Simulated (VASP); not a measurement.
VASP input:

**POSCAR**
```
HfO2
1
    0.0000000000     2.5908000000     2.5908000000
    2.5908000000     0.0000000000     2.5908000000
    2.5908000000     2.5908000000     0.0000000000
Hf O
1 2
Direct
 -0.0135093407   0.0135093407   0.0328083990
  0.2500000000   0.2500000000   0.2500000000
  0.7500000000   0.7500000000   0.7500000000
```

KPOINTS:
```
kpoints
0
G
 6 6 6
```

**INCAR**
```
SYSTEM = HfO2
PREC = Accurate; ENCUT = 520; LREAL = .False.
LASPH = .True.
EDIFF = 1E-6; NELM = 100; ALGO = Normal
LMAXMIX = 6
ISMEAR = 0; SIGMA = 0.05
GGA = PE
IBRION = 2; NSW = 40; ISIF = 2
EDIFFG = -0.01
LWAVE = .False.; LCHARG = .False.
```

POTCAR, in this order: Hf_pv O (PBE.64 set). Program: vasp_std.

Q: Translate this PBE calculation to Ansatz.

A: One equivalent input (not run):
Ansatz 0.2 input:
```yaml
crystal:
  lattice:
    - [0.0000000, 2.5908000, 2.5908000]
    - [2.5908000, 0.0000000, 2.5908000]
    - [2.5908000, 2.5908000, 0.0000000]
  atoms:
    - { symbol: Hf, position: [-0.0135093, 0.0135093, 0.0328084] }
    - { symbol: O, position: [0.2500000, 0.2500000, 0.2500000] }
    - { symbol: O, position: [0.7500000, 0.7500000, 0.7500000] }
kpoints:
  mp_grid: { grid: [6, 6, 6] }
hamiltonian:
  xc: pbe
  pseudopotentials: { kind: paw }
scf:
  occupations: { method: gaussian, width: 0.05 }
  max_iter: 100
relax:
  max_steps: 40
  f_tol: 0.01
output: { forces: true, stress: true, eigenvalues: true }
```
The two are equivalent in intent, not identical: each code has its own PAW files, so the cut-off isn't converted (ENCUT is set for VASP's; basis.ecutwfc is left out, and Ansatz then takes the one that its files recommend); Ansatz stops its SCF on the density residual and VASP on the energy change (EDIFF).

The compound is HfO2 in the fluorite structure, the high-temperature cubic form, which is unstable at 0 K; the monoclinic form is the stable one. In the starting cell atoms are displaced from their ideal sites. This run relaxes the ions in a fixed cell. Symmetry was kept, so distortions that lower it aren't found.
